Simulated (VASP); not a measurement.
Cu:

```xyz
1
Lattice="0.0000 1.8075 1.8075 1.8075 0.0000 1.8075 1.8075 1.8075 0.0000" Properties=species:S:1:pos:R:3 pbc="T T T"
Cu    0.0000    0.0000    0.0000
```

Base run:

- Program: VASP 6.6.1
- Functional: PBE
- Potentials or basis: VASP PAW PBE potentials, release 64 (Cu)
- Cutoff: 520 eV
- k mesh: 14 × 14 × 14
- Occupations: gaussian, width 0.1 eV
- Spin: no spin polarisation

Its results: band gap on the k mesh none (metal or under the smearing width); pressure 2.7 GPa.

Question: The run is repeated on the same cell with these changes: cutoff from 520 eV to 400 eV. What comes out?

Answer: Band gap on the k mesh none (metal or under the smearing width); pressure 1.9 GPa.

Not every run made on this cell is shown here.
